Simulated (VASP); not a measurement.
```
CELL_PARAMETERS angstrom
      0.00000     2.91938     2.91938
      2.91938     0.00000     2.91938
      2.91938     2.91938     0.00000
ATOMIC_POSITIONS crystal
  Ag 0.00000 0.00000 0.00000
  Br 0.50000 0.50000 0.50000
```

These are PBE GGA, VASP's PBE PAW potentials (set 64) (plane waves; VASP) values and carry that method's errors. Settings: 520 eV cut-off, Gaussian smearing of 0.050 eV, potentials Ag Br.

Give the energies of bands 2 to 11 at the high-symmetry points, in eV from the valence-band maximum.

```
band      Γ      X      U      L      W
----  -----  -----  -----  -----  -----
2     -2.59  -3.91  -3.87  -4.86  -3.88
3     -2.59  -2.83  -3.78  -3.86  -3.61
4     -2.59  -2.58  -3.50  -3.86  -3.61
5     -2.59  -2.58  -2.46  -2.32  -2.23
6     -2.59  -2.45  -2.27  -2.32  -2.23
7     -1.75  -2.23  -2.07  -2.00  -2.12
8     -1.75  -2.23  -1.88   0.00  -2.12
9     -1.75  -2.16  -1.10   0.00  -1.39
10     0.69   1.71   3.00   3.88   3.71
11     9.93   7.15   6.84   6.30   7.13
```

The gap is indirect, 0.69 eV, from the valence maximum at L to the conduction minimum at Γ.

The compound is AgBr in the rock salt structure. It was relaxed first.
